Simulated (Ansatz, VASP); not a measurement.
# LuAs in two plane-wave programs, part 2 of 2

One calculation is typed for both programs; each brings its own data sets. How far apart do they land? The cell is taken from a series of runs on this material, whose earlier steps may have relaxed, scaled, displaced or heated it; both programs get it as it stands.

VASP 6.6.1 and Ansatz 0.2.0.

So far: Set-up; Ansatz: zone-centre phonons, PBEsol; VASP: zone-centre phonons, PBEsol.

**3. VASP: zone-centre phonons, PBEsol (continued)**

Level of this step: PBEsol, 4f electrons in the core; plane waves and PAW (Lu_3, As) (VASP).

Numbers of over 12 decimals in the logs are rounded to 6 here.

OUTCAR, selected parts (step 3):

```text
ion  position               nearest neighbor table
   1  0.500  0.500  0.500-   2 2.80   2 2.80   2 2.80   2 2.80   2 2.80   2 2.80
   2  0.000  0.000  0.000-   1 2.80   1 2.80   1 2.80   1 2.80   1 2.80   1 2.80

  LATTYP: Found a face centered cubic cell.
 ALAT       =     5.6095982982

 Subroutine GETGRP returns: Found 48 space group operations
 (whereof 48 operations were pure point group operations)

The static configuration has the point symmetry O_h .

 Found    145 irreducible k-points:

   k-points           NKPTS =    145   k-points in BZ     NKDIM =    145   number of bands    NBANDS=     13

   dimension x,y,z NGX =    30 NGY =   30 NGZ =   30
   dimension x,y,z NGXF=    60 NGYF=   60 NGZF=   60

   ENCUT  =  500.0 eV  36.75 Ry    6.06 a.u.   7.23  7.23  7.23*2*pi/ulx,y,z

   NELECT =      14.0000    total number of electrons

 k-points in reciprocal lattice and weights: Automatic mesh
   0.00000000  0.00000000  0.00000000       0.000
   0.06250000  0.00000000  0.00000000       0.002
   0.12500000  0.00000000  0.00000000       0.002
   0.18750000  0.00000000  0.00000000       0.002
   0.25000000  0.00000000  0.00000000       0.002
   0.31250000  0.00000000  0.00000000       0.002
   0.37500000  0.00000000  0.00000000       0.002
   0.43750000  0.00000000  0.00000000       0.002
   0.50000000  0.00000000  0.00000000       0.001
[...]
-0.31250000  0.50000000  0.18750000       0.003
  -0.25000000  0.50000000  0.25000000       0.001

 average (electrostatic) potential at core
       1 -30.7656       2 -49.2080

  Total        0.1312989      0.1312989      0.1312989      0.0000000      0.0000000     -0.0000000
  in kB        4.7669051      4.7669051      4.7669051      0.0000000      0.0000000     -0.0000000
  external PRESSURE =       4.7669051 kB  Pullay stress =       0.0000000 kB

  energy-cutoff  :      500.00
  volume of cell :       44.13
      direct lattice vectors                 reciprocal lattice vectors
     0.000000000  2.804799149  2.804799149    -0.178265884  0.178265884  0.178265884
     2.804799149  0.000000000  2.804799149     0.178265884 -0.178265884  0.178265884
     2.804799149  2.804799149  0.000000000     0.178265884  0.178265884 -0.178265884

 POSITION                                       TOTAL-FORCE (eV/Angst)
 -----------------------------------------------------------------------------------
      2.80480      2.80480      2.80480        -0.000000      0.000000     -0.000000
      0.00000      0.00000      0.00000         0.000000     -0.000000      0.000000
 -----------------------------------------------------------------------------------
    total drift:                                0.000000     -0.000000      0.000000

 Eigenvectors and eigenvalues of the dynamical matrix
 ----------------------------------------------------

   1 f  =    5.279743 THz    33.173605 2PiTHz  176.113279 cm-1    21.835254 meV
             X         Y         Z           dx          dy          dz
      2.804799  2.804799  2.804799    -0.547489   -0.000000   -0.000000
      0.000000  0.000000  0.000000     0.836813    0.000000   -0.000000

   2 f  =    5.279743 THz    33.173605 2PiTHz  176.113279 cm-1    21.835254 meV
             X         Y         Z           dx          dy          dz
      2.804799  2.804799  2.804799     0.000000    0.000000   -0.547489
      0.000000  0.000000  0.000000     0.000000    0.000000    0.836813

   3 f  =    5.279743 THz    33.173605 2PiTHz  176.113279 cm-1    21.835254 meV
             X         Y         Z           dx          dy          dz
      2.804799  2.804799  2.804799     0.000000    0.547489    0.000000
      0.000000  0.000000  0.000000    -0.000000   -0.836813    0.000000

   4 f/i=    0.000443 THz     0.002783 2PiTHz    0.014774 cm-1     0.001832 meV
             X         Y         Z           dx          dy          dz
      2.804799  2.804799  2.804799    -0.349458    0.755896    0.082194
      0.000000  0.000000  0.000000    -0.228635    0.494549    0.053776

   5 f/i=    0.000443 THz     0.002783 2PiTHz    0.014774 cm-1     0.001832 meV
             X         Y         Z           dx          dy          dz
      2.804799  2.804799  2.804799     0.758736    0.340778    0.091897
      0.000000  0.000000  0.000000     0.496407    0.222956    0.060124

   6 f/i=    0.000443 THz     0.002783 2PiTHz    0.014774 cm-1     0.001832 meV
             X         Y         Z           dx          dy          dz
      2.804799  2.804799  2.804799     0.049539    0.112902   -0.827680
      0.000000  0.000000  0.000000     0.032411    0.073867   -0.541514

 ELASTIC MODULI CONTR FROM IONIC RELAXATION (kBar)
 Direction    XX          YY          ZZ          XY          YZ          ZX
 --------------------------------------------------------------------------------
 XX           0.0000      0.0000      0.0000      0.0000      0.0000      0.0000
 YY           0.0000      0.0000      0.0000      0.0000      0.0000      0.0000
 ZZ           0.0000      0.0000      0.0000      0.0000      0.0000      0.0000
 XY           0.0000      0.0000      0.0000      0.0000      0.0000      0.0000
 YZ           0.0000      0.0000      0.0000      0.0000      0.0000      0.0000
 ZX           0.0000      0.0000      0.0000      0.0000      0.0000      0.0000
 --------------------------------------------------------------------------------
```

The data set Lu_3 holds the 4f electrons frozen in the core, so no f bands or f moments appear.

**4. Side by side**

Known differences besides the potentials themselves: the data sets hold 40 valence electrons in Ansatz (on its default PAW (the set named soft_2) files) and 14 in VASP; the cutoff is 420 eV in Ansatz and 500 eV in VASP; Ansatz makes its cores anew for this functional, VASP keeps those of its PBE data sets. Total energies have different zeros and are not compared.

The two programs side by side:

```csv
quantity,Ansatz,VASP,difference
optical mode 1 to 3 (cm⁻¹),176.9,176.1,+0.44 %
```

Modes are paired by rising frequency, not by their patterns, so a pair may set unlike modes beside each other; they are those without the splitting of longitudinal modes.

**5. Results**

```json
{
 "r.m.s. difference of the optical zone-centre modes, each program's sorted by frequency (zone-centre phonons, PBEsol)": "0.77 cm⁻¹"
}
```

In words: The r.m.s. difference of the optical zone-centre modes, each program's sorted by frequency is 0.77 cm⁻¹ (zone-centre phonons, PBEsol). The data sets hold unlike numbers of valence electrons (40 in Ansatz and 14 in VASP), so part of the differences comes from the potentials. Such differences can come from data sets, numerical settings and the points named under the comparisons, not from the functional's error against experiment.

[Lines on the potential files, build, host, timing and source positions are cut from VASP's logs without a mark.]

[Logs are printed without paths, hosts, clocks, repeated set-up lines and the standing remarks that a program may print on its own settings, such as how far it seeks lower states.]

[Hosts, paths, dates, database ids (printed as entryN), source tags and the programs' standing remarks are cut or masked in the printed files.]
